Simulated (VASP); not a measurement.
Given:

```xyz
2
Lattice="0.0000 2.8265 2.8265 2.8265 0.0000 2.8265 2.8265 2.8265 0.0000" Properties=species:S:1:pos:R:3 pbc="T T T"
S      1.4133     1.4133     1.4133
Mg     0.0000     0.0000     0.0000
```

The numbers are results of r2SCAN meta-GGA, VASP's PBE PAW potentials (set 64) (plane waves; VASP), not measurements. Numerical set-up: 400 eV cut-off, 10×10×10 Γ-centred mesh, Gaussian smearing of 0.010 eV, potentials S Mg.

Problem. Estimate the energy per atom (σ→0), band gap (on the k-mesh) with the smallest direct gap where there is one.

Solution. 
band gap (on the k-mesh): 4.15 eV
smallest direct gap (on the k-mesh): 4.15 eV
energy per atom (σ→0): -7.725 eV/atom

Only differences to runs with the same potentials and settings are physical.

The structure was generated: MgS was put into the zincblende type (F-43m), which need not be its known phase. It was relaxed first.
